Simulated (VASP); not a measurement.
Given:

```yaml
crystal:
  lattice:
    - [-1.90053, 1.90053, 4.78374]
    - [1.90053, -1.90053, 4.78374]
    - [1.90053, 1.90053, -4.78374]
  atoms:
    - { symbol: Ti, position: [0.75000, 0.25000, 0.50000] }
    - { symbol: Ti, position: [0.00000, 0.00000, 0.00000] }
    - { symbol: O, position: [0.54168, 0.04168, 0.50000] }
    - { symbol: O, position: [0.79168, 0.79168, 0.00000] }
    - { symbol: O, position: [0.20832, 0.20832, 0.00000] }
    - { symbol: O, position: [0.95832, 0.45832, 0.50000] }
```

The numbers are results of PBE GGA with D3 dispersion (zero damping), VASP's PBE PAW potentials (set 64) (plane waves; VASP), not measurements. Settings: 520 eV cut-off, Gaussian smearing of 0.050 eV, potentials Ti_sv O.

Question: What does the run give for the band gap (along the path) with the smallest direct gap where there is one?

Answer: 
```yaml
band gap (along the path): 2.06 eV
smallest direct gap (along the path): 2.41 eV
```

Only differences to runs with the same potentials and settings are physical.

The compound is TiO2 in the anatase structure, one of several forms; rutile is the usual stable one. It was relaxed first.
